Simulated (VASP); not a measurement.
VASP ran on this input.

### INCAR
```
# general
SYSTEM  = Ru
PREC    = Accurate
ENCUT   = 520   # plane-wave cut-off (eV)
LREAL   = .FALSE.
LASPH   = .TRUE.

# electronic loop
EDIFF   = 1E-6   # SCF stop (eV)
NELM    = 100
ALGO    = Normal   # blocked Davidson
LMAXMIX = 4   # l cut-off of mixed one-centre charges

# smearing
ISMEAR  = 1   # Methfessel-Paxton
SIGMA   = 0.1

# ions
IBRION  = 2
NSW     = 60
ISIF    = 3   # ions, shape and volume
EDIFFG  = -0.01

# output
LWAVE   = .FALSE.
LCHARG  = .FALSE.
```

### POSCAR
```
Ru
1.0
  1.3394380575  -2.3199749196   0.0000000000
  1.3394380575   2.3199749196   0.0000000000
  0.0000000000   0.0000000000   4.2244984709
Ru
2
Cartesian
  1.3394380575   0.7733265198   1.0561246177
  1.3394380575  -0.7733265198   3.1683738532
```

File KPOINTS:
```
Automatic
0
G
 14 14 8
```

POTCAR, in this order: Ru_pv (LDA.64 set). Program: vasp_std.

Question: Translate this LDA calculation to Quantum ESPRESSO's pw.x.

Answer: One equivalent input (not run):
```
&CONTROL
  calculation = 'vc-relax'
  pseudo_dir = './pseudo'
  outdir = './out'
  tprnfor = .true.
  tstress = .true.
  nstep = 60
  forc_conv_thr = 0.00039
/
&SYSTEM
  ibrav = 0
  nat = 2
  ntyp = 1
  ecutwfc = 88
  occupations = 'smearing'
  smearing = 'methfessel-paxton'
  degauss = 0.00735
  input_dft = 'pz'
/
&ELECTRONS
  conv_thr = 7.3e-08
  electron_maxstep = 100
/
&IONS
/
&CELL
/
ATOMIC_SPECIES
  Ru 101.070 Ru.upf
CELL_PARAMETERS angstrom
     1.3394381   -2.3199749   -0.0000000
     1.3394381    2.3199749    0.0000000
     0.0000000   -0.0000000    4.2244985
ATOMIC_POSITIONS crystal
  Ru   0.3333330  0.6666670  0.2500000
  Ru   0.6666670  0.3333330  0.7500000
K_POINTS automatic
  14 14 8 0 0 0
```
Limits of the translation: the potentials are each code's own (VASP's PAW set, PseudoDojo norm-conserving files in pw.x), so ENCUT and ecutwfc are chosen apart and not converted; conv_thr bounds pw.x's estimated SCF error, while EDIFF bounds the energy change between steps; forc_conv_thr acts on force components and is met together with etot_conv_thr.

The compound is Ru in the hcp structure. It was relaxed first. The start is the result of an earlier pass.
